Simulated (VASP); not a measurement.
OSZICAR of a VASP run on SnTe (rock salt):

File OSZICAR:
```
       N       E                     dE             d eps       ncg     rms          rms(c)
DAV:   1     0.959226441352E+02    0.95923E+02   -0.83973E+03   634   0.731E+03
DAV:   2     0.723665310255E+00   -0.95199E+02   -0.93048E+02   750   0.765E+02
DAV:   3    -0.738109812932E+01   -0.81048E+01   -0.80710E+01   752   0.104E+02
DAV:   4    -0.759137076976E+01   -0.21027E+00   -0.21020E+00   584   0.162E+01
DAV:   5    -0.760872933091E+01   -0.17359E-01   -0.17358E-01   720   0.566E+00    0.283E+00
DAV:   6    -0.755435850536E+01    0.54371E-01   -0.13304E-01   744   0.109E+01    0.170E+00
DAV:   7    -0.755426539200E+01    0.93113E-04   -0.43620E-02   742   0.241E+00    0.689E-01
DAV:   8    -0.755545180636E+01   -0.11864E-02   -0.64719E-03   624   0.334E+00    0.767E-02
DAV:   9    -0.755533923098E+01    0.11258E-03   -0.75476E-04   670   0.164E+00    0.201E-02
DAV:  10    -0.755536103501E+01   -0.21804E-04   -0.77890E-05   614   0.126E-01    0.631E-03
DAV:  11    -0.755536487996E+01   -0.38449E-05   -0.94031E-06   594   0.953E-02    0.226E-03
DAV:  12    -0.755536492748E+01   -0.47524E-07   -0.10336E-06   746   0.191E-02    0.712E-04
DAV:  13    -0.755536488906E+01    0.38415E-07   -0.13172E-07   598   0.332E-03    0.433E-04
DAV:  14    -0.755536490541E+01   -0.16345E-07   -0.49032E-09   404   0.201E-03    0.482E-05
DAV:  15    -0.755536492104E+01   -0.15636E-07   -0.14867E-09   356   0.498E-04    0.312E-05
DAV:  16    -0.755536492216E+01   -0.11114E-08   -0.48985E-10   314   0.959E-04
   1 F= -.75553649E+01 E0= -.75553649E+01  d E =-.785683E-09
```

Task: Which electronic solver shows in the log?

Result: It is blocked Davidson (ALGO = Normal, or the opening steps of other solvers). The INCAR had ALGO = Normal.

Task: Can the final energy be trusted as converged?

Result: Self-consistency was reached. It stopped with EDIFF = 1E-8, NELM = 100 (PBE GGA, plane waves, VASP's PBE PAW potentials (set 64)).

The compound is SnTe in the rock salt structure, which distorts at low temperature. The cell was not relaxed at this level.
